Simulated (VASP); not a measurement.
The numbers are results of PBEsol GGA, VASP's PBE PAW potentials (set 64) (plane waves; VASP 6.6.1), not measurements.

VASP ran on this input.

KPOINTS:
```
Automatic mesh
0
Gamma
9 9 9
0 0 0
```

POSCAR:
```
Si2Ni
1
    0.0000000000     2.6932705627     2.6932705627
    2.6932705627    -0.0000000000     2.6932705627
    2.6932705627     2.6932705627    -0.0000000000
Si Ni
2 1
Direct
  0.2500000000   0.2500000000   0.2500000000
  0.7500000000   0.7500000000   0.7500000000
  0.0000000000   0.0000000000   0.0000000000
```

### INCAR
```
# general
SYSTEM  = Si2Ni
PREC    = Accurate
ENCUT   = 400
LREAL   = .FALSE.
LASPH   = .TRUE.

# electronic loop
EDIFF   = 1E-6
NELM    = 100
ALGO    = Normal
LMAXMIX = 4

# smearing
ISMEAR  = 1
SIGMA   = 0.1

# functional
GGA     = PS

# spin
ISPIN   = 2
MAGMOM  = 2*0.0 2.0

# ions
IBRION  = 2
NSW     = 60
ISIF    = 3
EDIFFG  = -0.02

# output
LWAVE   = .FALSE.
LCHARG  = .FALSE.
LORBIT  = 10
```

POTCAR, in this order: Si Ni (PBE.64 set). Program: vasp_std.

The resulting files:

File OSZICAR:
```
       N       E                     dE             d eps       ncg     rms          rms(c)
DAV:   1     0.568115672802E+02    0.56812E+02   -0.67182E+03  1984   0.107E+03
DAV:   2    -0.175814221968E+02   -0.74393E+02   -0.68659E+02  2056   0.210E+02
DAV:   3    -0.207089678731E+02   -0.31275E+01   -0.30624E+01  2588   0.487E+01
DAV:   4    -0.207626616249E+02   -0.53694E-01   -0.53637E-01  2270   0.632E+00
DAV:   5    -0.207641213587E+02   -0.14597E-02   -0.14595E-02  2632   0.106E+00    0.196E+01
DAV:   6    -0.259740042331E+02   -0.52099E+01   -0.52193E+01  2126   0.175E+02    0.252E+01
DAV:   7    -0.190822465907E+02    0.68918E+01   -0.16018E+01  2446   0.110E+02    0.391E+00
DAV:   8    -0.190366869161E+02    0.45560E-01   -0.20717E+00  2842   0.227E+01    0.271E+00
DAV:   9    -0.189856227186E+02    0.51064E-01   -0.29198E-01  2398   0.111E+01    0.675E-01
DAV:  10    -0.189818275587E+02    0.37952E-02   -0.12521E-02  2736   0.229E+00    0.338E-01
DAV:  11    -0.189814665530E+02    0.36101E-03   -0.17484E-03  3038   0.649E-01    0.192E-01
DAV:  12    -0.189814535097E+02    0.13043E-04   -0.10309E-04  2396   0.103E-01    0.576E-02
DAV:  13    -0.189814597975E+02   -0.62878E-05   -0.10764E-05  2498   0.309E-02    0.160E-02
DAV:  14    -0.189814604333E+02   -0.63582E-06   -0.14129E-06  1900   0.235E-02
   1 F= -.18981460E+02 E0= -.18981633E+02  d E =-.189815E+02  mag=    -0.0001
       N       E                     dE             d eps       ncg     rms          rms(c)
DAV:   1    -0.190206723469E+02   -0.39213E-01   -0.33164E-01  2152   0.123E+01    0.188E+00
DAV:   2    -0.190971604479E+02   -0.76488E-01   -0.74251E-01  2394   0.227E+01    0.300E+00
DAV:   3    -0.189827023753E+02    0.11446E+00   -0.36199E-01  2318   0.153E+01    0.371E-01
DAV:   4    -0.189813284913E+02    0.13739E-02   -0.69661E-03  2344   0.123E+00    0.542E-02
DAV:   5    -0.189813350579E+02   -0.65667E-05   -0.26601E-04  2600   0.129E-01    0.350E-02
DAV:   6    -0.189813280262E+02    0.70317E-05   -0.76259E-06  2704   0.556E-02    0.126E-02
DAV:   7    -0.189813283815E+02   -0.35528E-06   -0.24579E-06  1762   0.191E-02
   2 F= -.18981328E+02 E0= -.18981592E+02  d E =0.132052E-03  mag=    -0.0000
       N       E                     dE             d eps       ncg     rms          rms(c)
DAV:   1    -0.189935369914E+02   -0.12209E-01   -0.94945E-02  2152   0.653E+00    0.103E+00
DAV:   2    -0.190171774112E+02   -0.23640E-01   -0.22909E-01  2366   0.124E+01    0.160E+00
DAV:   3    -0.189822554093E+02    0.34922E-01   -0.10150E-01  2342   0.860E+00    0.146E-01
DAV:   4    -0.189821094692E+02    0.14594E-03   -0.24542E-03  2062   0.310E-01    0.725E-02
DAV:   5    -0.189820447912E+02    0.64678E-04   -0.11011E-04  2590   0.261E-01    0.200E-02
DAV:   6    -0.189820440713E+02    0.71994E-06   -0.21389E-05  3078   0.693E-02    0.562E-03
DAV:   7    -0.189820442505E+02   -0.17923E-06   -0.17261E-06  1430   0.161E-02
   3 F= -.18982044E+02 E0= -.18982267E+02  d E =-.583817E-03  mag=    -0.0000
```

### OUTCAR
```
------------------------ aborting loop because EDIFF is reached ----------------------------------------
  FORCE on cell =-STRESS in cart. coord.  units (eV):
  Direction    XX          YY          ZZ          XY          YZ          ZX
  --------------------------------------------------------------------------------------
  Total        0.0069564      0.0069564      0.0069564     -0.0000000      0.0000000      0.0000000
  in kB        0.2837083      0.2837083      0.2837083     -0.0000000      0.0000000      0.0000000
  external PRESSURE =       0.2837083 kB  Pullay stress =       0.0000000 kB
  volume of cell :       39.28
      direct lattice vectors                 reciprocal lattice vectors
     0.000000000  2.698142834  2.698142834    -0.185312650  0.185312650  0.185312650
     2.698142834  0.000000000  2.698142834     0.185312650 -0.185312650  0.185312650
     2.698142834  2.698142834  0.000000000     0.185312650  0.185312650 -0.185312650
 POSITION                                       TOTAL-FORCE (eV/Angst)
 -----------------------------------------------------------------------------------
      1.34907      1.34907      1.34907        -0.000000      0.000000      0.000000
      4.04721      4.04721      4.04721         0.000000      0.000000     -0.000000
      0.00000      0.00000      0.00000        -0.000000     -0.000000     -0.000000
 -----------------------------------------------------------------------------------
    total drift:                               -0.000000     -0.000000      0.000000
  FREE ENERGIE OF THE ION-ELECTRON SYSTEM (eV)
  ---------------------------------------------------
  free  energy   TOTEN  =       -18.9820442505 eV

  energy  without entropy=      -18.9827128742  energy(sigma->0) =      -18.98226713

 total charge

# of ion       s       p       d       tot
------------------------------------------
    1        0.745   0.843   0.000   1.588
    2        0.745   0.843   0.000   1.588
    3        0.569   0.810   8.459   9.839
--------------------------------------------------
tot          2.060   2.496   8.459  13.015

 magnetization (x)

# of ion       s       p       d       tot
------------------------------------------
    1        0.000  -0.000   0.000  -0.000
    2        0.000  -0.000   0.000  -0.000
    3       -0.000  -0.000   0.000   0.000
--------------------------------------------------
tot         -0.000  -0.000   0.000   0.000

 reached required accuracy - stopping structural energy minimisation
```
(Selected blocks of OUTCAR.)

CONTCAR:
```
Si2Ni
   1.00000000000000
     0.0000000000000000    2.6981428344638303    2.6981428344638303
     2.6981428344638303    0.0000000000000000    2.6981428344638303
     2.6981428344638303    2.6981428344638303    0.0000000000000000
  Si              Ni
     2     1
Direct
     0.2500000000000000    0.2500000000000000    0.2500000000000000
     0.7500000000000000    0.7500000000000000    0.7500000000000000
     0.0000000000000000    0.0000000000000000    0.0000000000000000
```

The structure comes from a measured Si2Ni entry (Fm-3m) of the Crystallography Open Database, whose conditions weren't checked. This run relaxes it. Symmetry was kept, so distortions that lower it aren't found. The start is the result of an earlier pass.
